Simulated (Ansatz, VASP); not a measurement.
# Cross-check of H3C2N (liquid acetonitrile at 300 K) between VASP and Ansatz, part 2 of 2

Wanted: the spread between two codes on one cell, functional and k mesh. The cell is taken from a series of runs on this material, whose earlier steps may have relaxed, scaled, displaced or heated it; both programs get it as it stands.

VASP 6.6.1 and Ansatz 0.2.0.

So far. Step 2 (VASP: single point, PBE with D3(BJ)): The run ends at a pressure of 0.46 GPa, with forces up to 3.8 eV/Å.

## Step 4: Differences

Known differences besides the potentials themselves: fixed occupations in Ansatz, narrow Gaussian smearing in VASP; the cutoff is 420 eV in Ansatz and 600 eV in VASP (PREC = Accurate, projectors in real space). Total energies have different zeros and are not compared.

The two programs side by side:

| quantity | Ansatz | VASP | difference |
| --- | --- | --- | --- |
| pressure (GPa) | 0.32 | 0.46 | -0.14 |
| gap on the k mesh (eV) | 5.963 | 5.974 | -0.011 |

Forces on 8 of the 138 atoms, those with the largest forces and the largest differences (eV/Å; atoms numbered as in POSCAR):

| atom | Ansatz x, y, z | VASP x, y, z |
| --- | --- | --- |
| C8 | 0.539, 3.292, -0.021 | 0.680, 3.731, -0.034 |
| C21 | -0.336, 2.895, -1.416 | -0.326, 2.889, -1.402 |
| C36 | 2.043, 1.105, -0.469 | 2.455, 1.400, -0.314 |
| C40 | 2.879, -0.036, 0.303 | 3.379, -0.135, 0.407 |
| C41 | 2.059, 0.242, 2.388 | 2.054, 0.234, 2.402 |
| N64 | -2.392, -1.635, -0.555 | -2.800, -1.928, -0.712 |
| N66 | -2.589, 0.498, -0.622 | -3.083, 0.592, -0.725 |
| H130 | -2.948, -0.583, -0.056 | -2.952, -0.585, -0.057 |

The forces differ by 134 meV/Å r.m.s., which is 14.3 % of the r.m.s. force of 0.937 eV/Å (both taken over all components). A gap on the mesh is an upper bound, since the band edges may lie between its points.

## Step 5: Results

```yaml
r_m_s_force_difference_single_point_pbe_with_d3_bj: 14 % of the r.m.s. force
```

The r.m.s. force difference is 14 % of the r.m.s. force (single point, PBE with D3(BJ)), beyond the 3 % picked in this series as the mark of a large difference. What causes the difference of the single point, PBE with D3(BJ) pair stays open here. How closely two codes agree says nothing of how well the functional describes the real material.

[Lines on the potential files, build, host, timing and source positions are cut from VASP's logs without a mark.]

[Logs are printed without paths, hosts, clocks, repeated set-up lines and the standing remarks that a program may print on its own settings, such as how far it seeks lower states.]

[Hosts, paths, dates, database ids (printed as entryN), source tags and the programs' standing remarks are cut or masked in the printed files.]
